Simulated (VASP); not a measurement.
Input:

```xyz
3
Lattice="0.0000 2.4766 2.4766 2.4766 0.0000 2.4766 2.4766 2.4766 0.0000" Properties=species:S:1:pos:R:3 pbc="T T T"
Zr     0.0000     0.0000     0.0000
O      1.2383     1.2383     1.2383
O      3.7149     3.7149     3.7149
```

Calculation: PBEsol GGA, VASP's PBE PAW potentials (set 64) (plane waves; VASP 6.6.1). Settings: 620 eV cut-off, 8×8×8 Γ-centred mesh, Gaussian smearing of 0.050 eV, potentials Zr_sv O.

### Question
What does the run give for the energy per atom (σ→0), pressure, band gap (on the k-mesh) with the smallest direct gap where there is one?

### Answer

```yaml
band gap (on the k-mesh): 3.49 eV
smallest direct gap (on the k-mesh): 3.99 eV
energy per atom (σ→0): -958.5 kJ/mol of atoms
pressure: 19.76 GPa
```

Total energies compare only between runs with the same potentials, cut-off and functional.

The compound is ZrO2 in the fluorite structure, the high-temperature cubic form, which is unstable at 0 K; the monoclinic form is the stable one. It was relaxed first under an external pressure of 20 GPa.
